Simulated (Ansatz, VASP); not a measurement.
# One calculation of LiBeF3, two programs

```
Li Be F
1.0
     2.77230    0.00000    0.00000
     0.00000    2.61873    4.05023
     0.00000   -2.61873    4.05023
Li Be F
1 1 3
Direct
  0.50000 0.69313 0.69313
  0.00000 0.05486 0.05486
  0.00000 0.90560 0.40147
  0.00000 0.40147 0.90560
  0.50000 0.94427 0.94427
```

Change from the starting cell: the structure that the rattled cell fell into.

Alike in both runs: task relaxation of cell and atoms; functional PBE; k mesh 6 × 4 × 4; occupations gaussian, width 0.1 eV; no spin polarisation.

```csv
,VASP,Ansatz
version,VASP 6.6.1,Ansatz 0.2.0
potentials or method,"VASP PAW PBE potentials, release 64 (Li_sv, Be, F)","scalar-relativistic, plane waves, PAW"
plane-wave cutoff (eV),600,420
valence electrons in the cell,26,26
```

```csv
,VASP,Ansatz,Ansatz less VASP
"gap on the k mesh at the Fermi level, each at its own relaxed structure (eV)",7.54,7.55,+0.012
relaxed volume (Å³/atom),11.76,11.76,0.000
relaxed cell length with the largest relative difference (Å),4.823,4.823,0.0000
```

Caveats: the cutoff is under 1.25 times the usual one of these potentials, so pressure, stress and relaxed cells hold a basis-set (Pulay) error (VASP); the relaxation stopped at its first step, so nothing moved. A k mesh can miss the band edges.
